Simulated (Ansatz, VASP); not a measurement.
**CdIrS3: VASP beside Ansatz**

```
Cd Ir S
1.0
     4.70228    0.00000    0.00000
     0.00000    4.70228    0.00000
     0.00000    0.00000    4.70228
Cd Ir S
1 1 3
Direct
  0.00000 0.00000 0.00000
  0.50000 0.50000 0.50000
  0.50000 0.50000 0.00000
  0.00000 0.50000 0.50000
  0.50000 0.00000 0.50000
```

Change from the starting cell: species swapped into the ZnAgF3 type (Pm-3m, No. 221).

Alike in both runs: functional PBE; k mesh 8 × 8 × 8; occupations gaussian, width 0.1 eV; no spin polarisation.

Ansatz relaxed the structure, and its values are those at the end. VASP's run is a single point on that final structure, the one shown.

|  | VASP | Ansatz |
| --- | --- | --- |
| version | VASP 6.6.1 | Ansatz 0.2.0 |
| potentials or method | VASP PAW PBE potentials, release 64 (Cd, Ir, S) | scalar-relativistic, plane waves, PAW |
| plane-wave cutoff (eV) | 520 | 420 |
| valence electrons in the cell | 39 | 55 |

```tsv
	VASP	Ansatz	Ansatz less VASP
gap on the k mesh at the Fermi level (eV)	none	none	-
pressure (GPa)	0.3	0.0	-0.26
```

A gap of «none» marks a metal or a gap that the smearing closes. With one functional, cell and mesh, what is left measures potentials, basis and numerics. The two sets of potentials don't hold the same shells in valence.

The runs have no spin-orbit coupling, so splittings on Ir are missing.
